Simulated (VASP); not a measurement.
# Dielectric function of BaZrO3, part 2 of 3

Wanted: where BaZrO3 absorbs light, and how strongly it screens. The cell has space group Pm-3m. The start is a cell from a database of measured crystal structures.

VASP 6.6.1, plane waves and PAW; the level of theory is named at each step.

So far. Step 2 (Ground state): The cell has a gap of 3.34 eV on this mesh and a pressure of +4.2 GPa, which holds the misfit of the given cell and coordinates with this functional, and any error of cutoff, mesh and data sets. Spin-orbit coupling is left out, which can shift or reorder these edges.

### Step 4. Static response with local fields

Level of this step: PBE; plane waves and PAW (Ba_sv_GW, Zr_sv, O) (VASP).

Perturbation theory (LEPSILON) gives the dielectric tensor with local fields, and the Born charges.

Input file INCAR:

```
SYSTEM = BaZrO3
PREC = Accurate
ENCUT = 520
EDIFF = 1E-08
NELM = 100
ISMEAR = 0
SIGMA = 0.01
LREAL = .FALSE.
ALGO = Normal
GGA = PE
NBANDS = 26
LASPH = .TRUE.
LWAVE = .FALSE.
LCHARG = .FALSE.
KPAR = 4
LEPSILON = .TRUE.
```

Input file POSCAR:

```
BaZrO3
1.0
    4.1913400000      0.0000000000      0.0000000000
    0.0000000000      4.1913400000      0.0000000000
    0.0000000000      0.0000000000      4.1913400000
Ba Zr O
1 1 3
Direct
    0.0000000000      0.0000000000      0.0000000000
    0.5000000000      0.5000000000      0.5000000000
    0.5000000000      0.5000000000      0.0000000000
    0.5000000000      0.0000000000      0.5000000000
    0.0000000000      0.5000000000      0.5000000000
```

Input file KPOINTS:

```
Automatic mesh
0
Gamma
8 8 8
0 0 0
```

The projector-augmented-wave data sets are Ba_sv_GW, Zr_sv and O (PBE family, release 64).

Command:

```
$ mpirun -np 4 vasp_std
```

The log of the run:

```text
[... set-up lines as in an earlier step ...]
 entering main loop
       N       E                     dE             d eps       ncg     rms          rms(c)
DAV:   1     0.552537999674E+03    0.55254E+03   -0.19253E+04  1820   0.160E+03
DAV:   2     0.178395303172E+02   -0.53470E+03   -0.52332E+03  2604   0.513E+02
DAV:   3    -0.481197224162E+02   -0.65959E+02   -0.62621E+02  3062   0.200E+02
DAV:   4    -0.514201667360E+02   -0.33004E+01   -0.32929E+01  3312   0.398E+01
DAV:   5    -0.515163786105E+02   -0.96212E-01   -0.96107E-01  2704   0.470E+00    0.289E+01
DAV:   6    -0.430377871582E+02    0.84786E+01   -0.44658E+01  2104   0.440E+01    0.116E+01
DAV:   7    -0.432004579431E+02   -0.16267E+00   -0.52145E+00  3402   0.212E+01    0.814E+00
DAV:   8    -0.431790241068E+02    0.21434E-01   -0.49041E-01  2066   0.481E+00    0.117E+00
DAV:   9    -0.431588531933E+02    0.20171E-01   -0.14178E-01  2918   0.255E+00    0.401E-01
DAV:  10    -0.431597883878E+02   -0.93519E-03   -0.12631E-02  2290   0.916E-01    0.152E-01
DAV:  11    -0.431598781679E+02   -0.89780E-04   -0.10036E-03  3182   0.349E-01    0.594E-02
DAV:  12    -0.431598965092E+02   -0.18341E-04   -0.74545E-05  2472   0.694E-02    0.331E-02
DAV:  13    -0.431598999975E+02   -0.34884E-05   -0.12650E-05  2908   0.309E-02    0.503E-03
DAV:  14    -0.431598987831E+02    0.12145E-05   -0.38710E-06  2698   0.125E-02    0.240E-03
DAV:  15    -0.431598988965E+02   -0.11342E-06   -0.53301E-07  2620   0.530E-03    0.735E-04
DAV:  16    -0.431598989230E+02   -0.26488E-07   -0.43261E-08  2076   0.147E-03    0.257E-04
DAV:  17    -0.431598989031E+02    0.19855E-07   -0.59801E-09  1714   0.878E-04    0.146E-04
DAV:  18    -0.431598989074E+02   -0.42355E-08   -0.17584E-09  1438   0.687E-04
   1 F= -.43159899E+02 E0= -.43159899E+02  d E =-.781648E-17
 Linear response reoptimize wavefunctions to high precision
DAV:   1    -0.431598989054E+02    0.20300E-08   -0.83695E-10  1498   0.472E-04
DAV:   2    -0.431598989055E+02   -0.14825E-09   -0.46309E-10  1288   0.336E-04
DAV:   3    -0.431598989055E+02    0.45475E-11   -0.32067E-10  1224   0.271E-04
 Linear response G [H, r] |phi>, progress :
  Direction:   1
       N       E                     dE             d eps       ncg     rms
RMM:   1    -0.149579024712E+03   -0.14958E+03    0.95393E+02  3623   0.172E+02
RMM:   2    -0.138621801060E+03    0.10957E+02   -0.46931E+01  3575   0.392E+01
RMM:   3    -0.139869396647E+03   -0.12476E+01   -0.87599E+00  4134   0.106E+01
RMM:   4    -0.140119237768E+03   -0.24984E+00   -0.18700E+00  4499   0.374E+00
RMM:   5    -0.140179403799E+03   -0.60166E-01   -0.47765E-01  4601   0.162E+00
RMM:   6    -0.140192783276E+03   -0.13379E-01   -0.14348E-01  4635   0.770E-01
RMM:   7    -0.140196992986E+03   -0.42097E-02   -0.54434E-02  4657   0.422E-01
RMM:   8    -0.140198426969E+03   -0.14340E-02   -0.20430E-02  4619   0.244E-01
RMM:   9    -0.140198967498E+03   -0.54053E-03   -0.77166E-03  4617   0.152E-01
RMM:  10    -0.140199257217E+03   -0.28972E-03   -0.32285E-03  4570   0.996E-02
RMM:  11    -0.140199367389E+03   -0.11017E-03   -0.19983E-03  4531   0.705E-02
RMM:  12    -0.140199379411E+03   -0.12023E-04   -0.15993E-03  4509   0.533E-02
RMM:  13    -0.140199441281E+03   -0.61869E-04   -0.58527E-04  4490   0.433E-02
RMM:  14    -0.140199409484E+03    0.31796E-04    0.50311E-04  4491   0.373E-02
RMM:  15    -0.140199457248E+03   -0.47764E-04   -0.54701E-04  4463   0.337E-02
RMM:  16    -0.140199460566E+03   -0.33180E-05    0.50262E-04  4454   0.315E-02
RMM:  17    -0.140199475050E+03   -0.14484E-04   -0.55029E-04  4441   0.301E-02
RMM:  18    -0.140199452960E+03    0.22090E-04    0.10399E-03  4432   0.293E-02
RMM:  19    -0.140199480568E+03   -0.27608E-04   -0.60436E-04  4425   0.288E-02
 Linear response G [H, r] |phi>, progress :
  Direction:   2
       N       E                     dE             d eps       ncg     rms
RMM:   1    -0.162548351599E+03   -0.16255E+03    0.84255E+02  3687   0.171E+02
RMM:   2    -0.155068356302E+03    0.74800E+01   -0.62425E+01  3584   0.415E+01
RMM:   3    -0.157313728859E+03   -0.22454E+01   -0.15040E+01  4228   0.116E+01
RMM:   4    -0.157661858590E+03   -0.34813E+00   -0.36285E+00  4625   0.455E+00
RMM:   5    -0.157737760427E+03   -0.75902E-01   -0.88384E-01  4731   0.199E+00
RMM:   6    -0.157758769952E+03   -0.21010E-01   -0.27475E-01  4768   0.954E-01
RMM:   7    -0.157764852127E+03   -0.60822E-02   -0.96428E-02  4775   0.508E-01
RMM:   8    -0.157766845349E+03   -0.19932E-02   -0.35935E-02  4758   0.286E-01
RMM:   9    -0.157767577965E+03   -0.73262E-03   -0.16113E-02  4709   0.174E-01
RMM:  10    -0.157767931250E+03   -0.35329E-03   -0.64616E-03  4669   0.112E-01
RMM:  11    -0.157768115228E+03   -0.18398E-03   -0.52930E-03  4648   0.779E-02
RMM:  12    -0.157768138360E+03   -0.23132E-04   -0.29985E-03  4645   0.588E-02
RMM:  13    -0.157768185499E+03   -0.47138E-04   -0.29333E-03  4597   0.479E-02
RMM:  14    -0.157768182813E+03    0.26861E-05   -0.23454E-03  4608   0.416E-02
RMM:  15    -0.157768212113E+03   -0.29300E-04   -0.22231E-03  4574   0.378E-02
RMM:  16    -0.157768190241E+03    0.21872E-04   -0.21511E-03  4559   0.354E-02
RMM:  17    -0.157768203411E+03   -0.13170E-04   -0.19942E-03  4559   0.340E-02
RMM:  18    -0.157768201611E+03    0.17999E-05   -0.19586E-03  4549   0.332E-02
RMM:  19    -0.157768191395E+03    0.10216E-04   -0.18616E-03  4491   0.326E-02
 Linear response G [H, r] |phi>, progress :
  Direction:   3
       N       E                     dE             d eps       ncg     rms
RMM:   1    -0.171270715153E+03   -0.17127E+03    0.82830E+02  3603   0.171E+02
RMM:   2    -0.165112327807E+03    0.61584E+01   -0.74759E+01  3476   0.397E+01
RMM:   3    -0.168411702248E+03   -0.32994E+01   -0.19863E+01  4020   0.108E+01
RMM:   4    -0.168807993411E+03   -0.39629E+00   -0.45128E+00  4391   0.429E+00
RMM:   5    -0.168890755530E+03   -0.82762E-01   -0.10096E+00  4467   0.178E+00
RMM:   6    -0.168913645624E+03   -0.22890E-01   -0.31857E-01  4495   0.834E-01
RMM:   7    -0.168920452427E+03   -0.68068E-02   -0.10867E-01  4503   0.422E-01
RMM:   8    -0.168922623944E+03   -0.21715E-02   -0.41008E-02  4458   0.234E-01
RMM:   9    -0.168923473959E+03   -0.85001E-03   -0.16141E-02  4461   0.143E-01
RMM:  10    -0.168923918308E+03   -0.44435E-03   -0.76169E-03  4388   0.932E-02
RMM:  11    -0.168924114482E+03   -0.19617E-03   -0.37849E-03  4350   0.671E-02
RMM:  12    -0.168924179247E+03   -0.64764E-04   -0.23039E-03  4317   0.525E-02
RMM:  13    -0.168924213905E+03   -0.34658E-04   -0.17885E-03  4322   0.444E-02
RMM:  14    -0.168924224976E+03   -0.11071E-04   -0.16116E-03  4336   0.398E-02
[...]
RMM:  14    -0.103289671198E+01   -0.53029E-07   -0.47834E-06  3629   0.266E-03
RMM:  15    -0.103289675622E+01   -0.44237E-07   -0.42871E-06  3549   0.248E-03
RMM:  16    -0.103289676704E+01   -0.10820E-07   -0.37203E-06  3458   0.236E-03
RMM:  17    -0.103289677546E+01   -0.84239E-08   -0.34607E-06  3400   0.229E-03
RMM:  18    -0.103289678096E+01   -0.54951E-08   -0.35445E-06  3351   0.225E-03
RMM:  19    -0.103289677703E+01    0.39225E-08   -0.32100E-06  3314   0.222E-03
 change of polarisation eV/A/(eV/A) component  3 :    -0.125    -0.211     2.066
 dielectric tensor                  component  3 :    -0.308    -0.519     6.077
 Linear response to external field, progress :
  Direction:   1
       N       E                     dE             d eps       ncg     rms          rms(c)
RMM:   1    -0.537250695814E+00   -0.53725E+00   -0.81889E-01  6036   0.102E+01
RMM:   2    -0.802566338778E+00   -0.26532E+00   -0.26003E-01  8126   0.188E+00    0.128E+00
RMM:   3    -0.795966659632E+00    0.65997E-02   -0.53676E-02  8179   0.112E+00    0.738E-01
RMM:   4    -0.829192640864E+00   -0.33226E-01   -0.32214E-02  8446   0.100E+00    0.185E-01
RMM:   5    -0.842415346158E+00   -0.13223E-01   -0.73221E-03  8948   0.333E-01    0.386E-02
RMM:   6    -0.844993560071E+00   -0.25782E-02   -0.20921E-03  9367   0.136E-01    0.243E-02
RMM:   7    -0.845680129361E+00   -0.68657E-03   -0.73328E-04  9511   0.700E-02    0.169E-02
RMM:   8    -0.846180653534E+00   -0.50052E-03   -0.26542E-04  9242   0.438E-02    0.394E-03
RMM:   9    -0.846241007239E+00   -0.60354E-04   -0.11890E-04  9734   0.249E-02    0.324E-03
RMM:  10    -0.846244396689E+00   -0.33894E-05   -0.49428E-05  9614   0.156E-02    0.121E-03
RMM:  11    -0.846262476243E+00   -0.18080E-04   -0.23869E-05  9842   0.996E-03    0.943E-04
RMM:  12    -0.846281053720E+00   -0.18577E-04   -0.12640E-05  9538   0.717E-03    0.946E-04
RMM:  13    -0.846259062570E+00    0.21991E-04   -0.78372E-06  9503   0.520E-03    0.798E-04
RMM:  14    -0.846261004608E+00   -0.19420E-05   -0.59503E-06  9637   0.385E-03    0.785E-04
RMM:  15    -0.846261782836E+00   -0.77823E-06   -0.50484E-06  9083   0.310E-03    0.885E-04
 change of polarisation eV/A/(eV/A) component  1 :     1.572    -0.206    -0.190
 dielectric tensor                  component  1 :     4.864    -0.507    -0.467
 Linear response to external field, progress :
  Direction:   2
       N       E                     dE             d eps       ncg     rms          rms(c)
RMM:   1    -0.536759706607E+00   -0.53676E+00   -0.81395E-01  6033   0.102E+01
RMM:   2    -0.802593740692E+00   -0.26583E+00   -0.26055E-01  8118   0.188E+00    0.128E+00
RMM:   3    -0.795966958631E+00    0.66268E-02   -0.53567E-02  8172   0.112E+00    0.738E-01
RMM:   4    -0.829196747235E+00   -0.33230E-01   -0.32157E-02  8441   0.100E+00    0.185E-01
RMM:   5    -0.842428236279E+00   -0.13231E-01   -0.73164E-03  8942   0.333E-01    0.385E-02
RMM:   6    -0.845021323067E+00   -0.25931E-02   -0.20858E-03  9367   0.136E-01    0.242E-02
RMM:   7    -0.845696685925E+00   -0.67536E-03   -0.72625E-04  9492   0.692E-02    0.164E-02
RMM:   8    -0.846236907595E+00   -0.54022E-03   -0.25979E-04  9205   0.433E-02    0.323E-03
RMM:   9    -0.846237514186E+00   -0.60659E-06   -0.11820E-04  9571   0.245E-02    0.359E-03
RMM:  10    -0.846255309615E+00   -0.17795E-04   -0.48099E-05  9601   0.156E-02    0.103E-03
RMM:  11    -0.846274765934E+00   -0.19456E-04   -0.23793E-05  9779   0.990E-03    0.573E-04
RMM:  12    -0.846269278272E+00    0.54877E-05   -0.12426E-05  9749   0.664E-03    0.559E-04
RMM:  13    -0.846274210151E+00   -0.49319E-05   -0.77115E-06  9676   0.486E-03    0.265E-04
RMM:  14    -0.846270942871E+00    0.32673E-05   -0.57767E-06  9571   0.365E-03    0.366E-04
RMM:  15    -0.846274089541E+00   -0.31467E-05   -0.47974E-06  9453   0.318E-03    0.316E-04
RMM:  16    -0.846271233126E+00    0.28564E-05   -0.44806E-06  9325   0.267E-03    0.309E-04
RMM:  17    -0.846272335263E+00   -0.11021E-05   -0.42460E-06  9060   0.236E-03    0.204E-04
RMM:  18    -0.846272368417E+00   -0.33154E-07   -0.39344E-06  8281   0.215E-03    0.259E-04
RMM:  19    -0.846271947349E+00    0.42107E-06   -0.41208E-06  8084   0.204E-03    0.329E-04
RMM:  20    -0.846271245879E+00    0.70147E-06   -0.38072E-06  8690   0.198E-03    0.476E-04
RMM:  21    -0.846271374486E+00   -0.12861E-06   -0.42619E-06  7867   0.192E-03    0.464E-04
RMM:  22    -0.846271085214E+00    0.28927E-06   -0.40053E-06  8413   0.190E-03    0.564E-04
RMM:  23    -0.846271232447E+00   -0.14723E-06   -0.38902E-06  7659   0.187E-03    0.544E-04
 change of polarisation eV/A/(eV/A) component  2 :    -0.206     1.572    -0.190
 dielectric tensor                  component  2 :    -0.507     4.864    -0.467
 Linear response to external field, progress :
  Direction:   3
       N       E                     dE             d eps       ncg     rms          rms(c)
RMM:   1    -0.541541950840E+00   -0.54154E+00   -0.86179E-01  6026   0.102E+01
RMM:   2    -0.802615665179E+00   -0.26107E+00   -0.25737E-01  8111   0.186E+00    0.128E+00
RMM:   3    -0.795970289849E+00    0.66454E-02   -0.53192E-02  8155   0.112E+00    0.738E-01
RMM:   4    -0.829206713213E+00   -0.33236E-01   -0.32176E-02  8429   0.100E+00    0.185E-01
RMM:   5    -0.842446275621E+00   -0.13240E-01   -0.73416E-03  8926   0.333E-01    0.383E-02
RMM:   6    -0.845019322489E+00   -0.25730E-02   -0.20899E-03  9351   0.135E-01    0.242E-02
RMM:   7    -0.845694539427E+00   -0.67522E-03   -0.73045E-04  9484   0.690E-02    0.163E-02
RMM:   8    -0.846228693876E+00   -0.53415E-03   -0.26368E-04  9203   0.432E-02    0.328E-03
RMM:   9    -0.846233654151E+00   -0.49603E-05   -0.11799E-04  9588   0.244E-02    0.359E-03
RMM:  10    -0.846253194257E+00   -0.19540E-04   -0.48342E-05  9590   0.155E-02    0.101E-03
RMM:  11    -0.846271046281E+00   -0.17852E-04   -0.23483E-05  9790   0.984E-03    0.589E-04
RMM:  12    -0.846266280177E+00    0.47661E-05   -0.12085E-05  9725   0.661E-03    0.505E-04
RMM:  13    -0.846271211791E+00   -0.49316E-05   -0.71012E-06  9662   0.485E-03    0.171E-04
RMM:  14    -0.846266167604E+00    0.50442E-05   -0.53963E-06  9521   0.362E-03    0.496E-04
RMM:  15    -0.846270950947E+00   -0.47833E-05   -0.44922E-06  9391   0.318E-03    0.256E-04
RMM:  16    -0.846268083027E+00    0.28679E-05   -0.40872E-06  9322   0.263E-03    0.273E-04
RMM:  17    -0.846268652653E+00   -0.56963E-06   -0.37945E-06  8868   0.233E-03    0.241E-04
RMM:  18    -0.846268640702E+00    0.11951E-07   -0.35016E-06  8181   0.213E-03    0.302E-04
RMM:  19    -0.846268757783E+00   -0.11708E-06   -0.35518E-06  7995   0.203E-03    0.324E-04
RMM:  20    -0.846269895389E+00   -0.11376E-05   -0.36080E-06  8867   0.198E-03    0.189E-04
RMM:  21    -0.846270368759E+00   -0.47337E-06   -0.35228E-06  8541   0.192E-03    0.121E-04
RMM:  22    -0.846270294771E+00    0.73988E-07   -0.32349E-06  7688   0.188E-03    0.121E-04
RMM:  23    -0.846270417524E+00   -0.12275E-06   -0.32854E-06  7890   0.186E-03    0.102E-04
RMM:  24    -0.846270632769E+00   -0.21524E-06   -0.34161E-06  8202   0.185E-03    0.671E-05
RMM:  25    -0.846270661087E+00   -0.28318E-07   -0.30642E-06  7413   0.184E-03    0.633E-05
RMM:  26    -0.846270667680E+00   -0.65924E-08   -0.37374E-06  7204   0.183E-03    0.667E-05
RMM:  27    -0.846270756575E+00   -0.88895E-07   -0.34037E-06  7560   0.183E-03    0.495E-05
RMM:  28    -0.846270760246E+00   -0.36711E-08   -0.32788E-06  7179   0.182E-03    0.498E-05
RMM:  29    -0.846270793241E+00   -0.32995E-07   -0.33624E-06  7242   0.182E-03    0.449E-05
RMM:  30    -0.846270841385E+00   -0.48144E-07   -0.31897E-06  7417   0.182E-03    0.366E-05
RMM:  31    -0.846270851588E+00   -0.10202E-07   -0.36872E-06  7013   0.182E-03    0.368E-05
RMM:  32    -0.846270839322E+00    0.12266E-07   -0.33609E-06  6948   0.182E-03    0.366E-05
RMM:  33    -0.846270861298E+00   -0.21976E-07   -0.40405E-06  6966   0.182E-03    0.357E-05
 change of polarisation eV/A/(eV/A) component  3 :    -0.167    -0.230     1.572
 dielectric tensor                  component  3 :    -0.410    -0.565     4.864
 Born effective charges drift removed
```

Elapsed: 3.2 min, on 4 MPI ranks of Intel Xeon 6975P-C (Granite Rapids), shared host; peak memory 1.9 GiB.

OUTCAR, selected parts (step 4):

```text
The static configuration has the point symmetry O_h .

 Found     35 irreducible k-points:

   k-points           NKPTS =     35   k-points in BZ     NKDIM =     35   number of bands    NBANDS=     26

   NELECT =      40.0000    total number of electrons

  Total        1.9150030      1.9150030      1.9150030     -0.0000000      0.0000000     -0.0000000
  in kB       41.6697941     41.6697941     41.6697941     -0.0000000      0.0000000     -0.0000000
  external PRESSURE =      41.6697941 kB  Pullay stress =       0.0000000 kB

 MACROSCOPIC STATIC DIELECTRIC TENSOR (including local field effects in DFT)
 ------------------------------------------------------
           4.864028    -0.000000     0.000000
           0.000000     4.864028    -0.000000
           0.000000    -0.000000     4.864028
 ------------------------------------------------------

 PIEZOELECTRIC TENSOR (including local field effects)  for field in x, y, z        (C/m^2)
          XX          YY          ZZ          XY          YZ          ZX
  --------------------------------------------------------------------------------
  x     0.00000     0.00000     0.00000     0.00000     0.00000     0.00000
  y     0.00000     0.00000     0.00000     0.00000     0.00000     0.00000
  z     0.00000     0.00000     0.00000     0.00000     0.00000     0.00000

 BORN EFFECTIVE CHARGES (including local field effects) (in |e|, cummulative output)
 ---------------------------------------------------------------------------------
 ion    1
    1     2.75226    -0.00000     0.00000
    2    -0.00000     2.75226    -0.00000
    3    -0.00000     0.00000     2.75226
 ion    2
    1     6.11994     0.00000    -0.00000
    2     0.00000     6.11994     0.00000
    3     0.00000    -0.00000     6.11994
 ion    3
    1    -2.01846    -0.00000     0.00000
    2     0.00000    -2.01846     0.00000
    3    -0.00000     0.00000    -4.83527
 ion    4
    1    -2.01846     0.00000     0.00000
    2     0.00000    -4.83527     0.00000
    3    -0.00000    -0.00000    -2.01846
 ion    5
    1    -4.83527    -0.00000     0.00000
    2     0.00000    -2.01846     0.00000
    3     0.00000    -0.00000    -2.01846

[... 8 parts as in an earlier step ...]

[... 1 further part left out ...]
```

Energies printed during the response cycles are not total energies of the cell.

This step gave:

| Property | Result |
| --- | --- |
| Fermi energy | 5.233 eV |
| pressure | 4.167 GPa |

Electronic dielectric tensor with local fields:

```
4.86 0.00 0.00
0.00 4.86 0.00
0.00 0.00 4.86
```

Born effective charge (e), principal values of the symmetric part by kind of site:

```csv
atom,atoms with these values,low,middle,high,mean
Ba1,1,2.75,2.75,2.75,2.75
Zr2,1,6.12,6.12,6.12,6.12
O3,3,-4.84,-2.02,-2.02,-2.96
```

In full for Ba1:

```
2.75 0.00 0.00
0.00 2.75 0.00
0.00 0.00 2.75
```

The mean electronic (clamped-ion) dielectric constant is 4.86.

[end of part 2 of 3]

[Lines on the potential files, build, host, timing and source positions are cut from VASP's logs without a mark.]

[Logs are printed without paths, hosts, clocks, repeated set-up lines and the standing remarks that a program may print on its own settings, such as how far it seeks lower states.]

[Hosts, paths, dates, database ids (printed as entryN), source tags and the programs' standing remarks are cut or masked in the printed files.]
